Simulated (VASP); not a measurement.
The system is TiN.

```xyz
2
Lattice="0.0000 2.1030 2.1030 2.1030 0.0000 2.1030 2.1030 2.1030 0.0000" Properties=species:S:1:pos:R:3 pbc="T T T"
Ti    0.0000    0.0000    0.0000
N     2.1030    2.1030    2.1030
```

The cell is a database's computed one.

Base run:

- Program: VASP 6.6.1
- Functional: r2SCAN
- Potentials or basis: VASP PAW PBE potentials, release 64 (Ti_sv, N)
- Cutoff: 520 eV
- k mesh: 18 × 18 × 18
- Occupations: gaussian, width 0.1 eV
- Spin: no spin polarisation

Its results: band gap on the k mesh none (metal or under the smearing width); pressure 7.4 GPa.

The run is repeated on the same cell with these changes: functional from r2SCAN to PBEsol; cutoff from 520 eV to 700 eV. What comes out?

Band gap on the k mesh none (metal or under the smearing width); pressure -0.1 GPa.

Caveats: the PAW data sets were made with another functional, which shifts forces and pressure a little.

Not every run made on this cell is shown here.
